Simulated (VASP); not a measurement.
Given:

```
FeGe
1.0
    4.42513     0.00000     0.00000
    0.00000     4.42513     0.00000
    0.00000     0.00000     4.42513
Fe Ge
4 4
Direct
  0.86151   0.63849   0.36151
  0.36151   0.86151   0.63849
  0.13849   0.13849   0.13849
  0.63849   0.36151   0.86151
  0.15981   0.34019   0.65981
  0.65981   0.15981   0.34019
  0.84019   0.84019   0.84019
  0.34019   0.65981   0.15981
```

All values below come from LDA (Ceperley-Alder, Perdew-Zunger), VASP's LDA PAW potentials (set 64) (plane waves; VASP). Run with 500 eV cut-off, 5×5×5 Γ-centred mesh, Gaussian smearing of 0.050 eV, potentials Fe Ge_d.

Energy and stress use the plane-wave basis of the starting cell.

The ions, cell shape and volume at an external pressure of 30.0 GPa are relaxed. Which structure does the run end with?

```
FeGe
1.0
    4.38002     0.00000     0.00000
    0.00000     4.38002     0.00000
    0.00000     0.00000     4.38002
Fe Ge
4 4
Direct
  0.86030   0.63970   0.36030
  0.36030   0.86030   0.63970
  0.13970   0.13970   0.13970
  0.63970   0.36030   0.86030
  0.15931   0.34069   0.65931
  0.65931   0.15931   0.34069
  0.84069   0.84069   0.84069
  0.34069   0.65931   0.15931
```
Space group P2_13 (198), at a tolerance of 0.03 Å.

How do energy and volume change from the first to the last step?

The energy (σ→0) changes by +50.9 meV/atom and the volume by -3.0 %, in 6 ionic steps.

The compound is FeGe in the B20 structure. This run relaxes it under an external pressure of 30 GPa. Symmetry was kept, so distortions that lower it aren't found. The run is not spin-polarised, so no magnetic state was tried.
